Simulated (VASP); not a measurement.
Data:

```xyz
4
Lattice="1.5919 0.9191 5.0659 -1.5919 0.9191 5.0659 0.0000 -1.8381 5.0659" Properties=species:S:1:pos:R:3 pbc="T T T"
Ca     0.0000     0.0000     0.0000
Ru     0.0000     0.0000     7.5989
N      0.0000     0.0000     3.5296
N      0.0000     0.0000    11.6682
```

All values below come from PBEsol GGA with spin-orbit coupling, VASP's PBE PAW potentials (set 64) (plane waves; VASP). Settings: 520 eV cut-off, 10×10×10 Γ-centred mesh, Gaussian smearing of 0.050 eV, potentials Ca_sv Ru_pv N.

### Question
Give the energies of bands 25 to 38 at the high-symmetry points, in eV from the Fermi level.

### Answer

```csv
band,Γ,T,H2,L,S0,F
25,-1.89,-2.98,-3.74,-4.10,-3.75,-4.05
26,-1.89,-2.98,-3.74,-4.10,-3.75,-4.05
27,-1.85,-1.84,-3.65,-3.05,-3.66,-2.47
28,-1.85,-1.84,-3.65,-3.05,-3.66,-2.47
29,-1.19,-1.80,-3.03,-2.96,-3.01,-2.08
30,-1.19,-1.80,-3.03,-2.96,-3.01,-2.08
31,-1.14,-1.77,-1.67,-1.09,-1.67,-1.63
32,-1.14,-1.77,-1.67,-1.09,-1.67,-1.63
33,-1.01,-1.73,0.06,-0.69,0.16,-0.74
34,-1.01,-1.73,0.06,-0.69,0.16,-0.74
35,0.10,0.47,0.32,-0.02,0.30,-0.25
36,0.10,0.47,0.32,-0.02,0.30,-0.25
37,2.89,3.05,3.28,2.63,3.24,3.29
38,2.89,3.05,3.28,2.63,3.24,3.29
```

It has no gap at this level: it comes out as a metal or semimetal.

The structure comes from a computed database's CaRuN2 entry (R-3m); how it stands against other phases isn't given here. It was relaxed first.
